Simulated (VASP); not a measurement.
Method: PBE GGA, VASP's PBE PAW potentials (set 64) (plane waves; VASP).

Input for VASP

**KPOINTS**
```
Automatic
0
G
 16 16 16
```

INCAR:
```
ALGO = Normal
EDIFF = 1E-7
ENCUT = 520
GGA = PE
ISIF = 2
ISMEAR = 1
LASPH = .TRUE.
LCHARG = .FALSE.
LMAXMIX = 4
LREAL = .FALSE.
LWAVE = .FALSE.
NELM = 100
PREC = Accurate
SIGMA = 0.1
SYSTEM = Mo
```

**POSCAR**
```
Mo
1
   -1.6130736546     1.6130736546     1.6130736546
    1.6130736546    -1.6130736546     1.6130736546
    1.6130736546     1.6130736546    -1.6130736546
Mo
1
Direct
  0.0000000000   0.0000000000   0.0000000000
```

POTCAR, in this order: Mo_sv (PBE.64 set). Program: vasp_std.

Output

**OSZICAR**
```
       N       E                     dE             d eps       ncg     rms          rms(c)
DAV:   1     0.918373800934E+02    0.91837E+02   -0.82898E+03  3198   0.130E+03
DAV:   2    -0.101777766603E+02   -0.10202E+03   -0.98666E+02  3487   0.341E+02
DAV:   3    -0.116167093293E+02   -0.14389E+01   -0.14261E+01  3670   0.404E+01
DAV:   4    -0.116209623690E+02   -0.42530E-02   -0.42526E-02  3499   0.251E+00
DAV:   5    -0.116209850666E+02   -0.22698E-04   -0.22698E-04  3719   0.184E-01    0.125E+01
DAV:   6    -0.109771063605E+02    0.64388E+00   -0.12013E+00  3448   0.130E+01    0.299E+00
DAV:   7    -0.108993527507E+02    0.77754E-01   -0.21689E-01  3752   0.511E+00    0.111E+00
DAV:   8    -0.108960773664E+02    0.32754E-02   -0.52572E-03  3325   0.106E+00    0.211E-01
DAV:   9    -0.108960313972E+02    0.45969E-04   -0.43185E-04  3660   0.258E-01    0.603E-02
DAV:  10    -0.108960400755E+02   -0.86783E-05   -0.18407E-05  3496   0.570E-02    0.174E-03
DAV:  11    -0.108960401062E+02   -0.30731E-07   -0.10396E-07  2644   0.416E-03
   1 F= -.10896040E+02 E0= -.10896150E+02  d E =0.330466E-03
```

**OUTCAR**
```
------------------------ aborting loop because EDIFF is reached ----------------------------------------
  FORCE on cell =-STRESS in cart. coord.  units (eV):
  Direction    XX          YY          ZZ          XY          YZ          ZX
  --------------------------------------------------------------------------------------
  Total       -1.4455750     -1.4455750     -1.4455750      0.0000000      0.0000000      0.0000000
  in kB     -137.9521975   -137.9521975   -137.9521975      0.0000000      0.0000000      0.0000000
  external PRESSURE =    -137.9521975 kB  Pullay stress =       0.0000000 kB
  volume of cell :       16.79
      direct lattice vectors                 reciprocal lattice vectors
    -1.613073655  1.613073655  1.613073655     0.000000000  0.309967247  0.309967247
     1.613073655 -1.613073655  1.613073655     0.309967247  0.000000000  0.309967247
     1.613073655  1.613073655 -1.613073655     0.309967247  0.309967247  0.000000000
 POSITION                                       TOTAL-FORCE (eV/Angst)
 -----------------------------------------------------------------------------------
      0.00000      0.00000      0.00000         0.000000     -0.000000      0.000000
 -----------------------------------------------------------------------------------
    total drift:                                0.000000      0.000000     -0.000000
  FREE ENERGIE OF THE ION-ELECTRON SYSTEM (eV)
  ---------------------------------------------------
  free  energy   TOTEN  =       -10.8960401062 eV

  energy  without entropy=      -10.8963705721  energy(sigma->0) =      -10.89615026
```
(Selected blocks of OUTCAR.)

The compound is Mo in the bcc structure. This cell is one point of a volume scan, at 1.06 of the reference volume.
